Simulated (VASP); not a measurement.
Input:

```
CELL_PARAMETERS angstrom
      3.77502     0.00000     0.00000
      0.00000     3.77502     0.00000
      0.00000     0.00000     4.57638
ATOMIC_POSITIONS crystal
  Sn 0.50000 0.00000 0.74668
  Sn 0.00000 0.50000 0.25332
  O  0.50000 0.50000 0.00000
  O  0.00000 0.00000 0.00000
```

Calculation: PBEsol GGA, VASP's PBE PAW potentials (set 64) (plane waves; VASP). Run with 600 eV cut-off, 6×6×4 Γ-centred mesh, Gaussian smearing of 0.050 eV, potentials Sn_d O.

Without a dispersion term in the relaxation, distances and binding between the weakly bound layers, chains or molecules are unreliable, and so is what depends on them. Unless said otherwise, spin-orbit coupling is left out, though it shifts the bands of the heavy elements here.

Problem. What does the run give for the energy per atom (σ→0), pressure, band gap (on the k-mesh) with the smallest direct gap where there is one?

Solution. 
The band gap (on the k-mesh) is none (metal, semimetal or under 0.01 eV) and the energy per atom (σ→0) is -6.050 eV/atom. The pressure is 2.01 GPa.

Total energies compare only between runs with the same potentials, cut-off and functional.

The compound is SnO in the litharge structure. It was relaxed first under an external pressure of 2 GPa. The k-mesh is coarse (spacing up to 0.34 per Å, 2π included), so the numbers may not be converged in it.
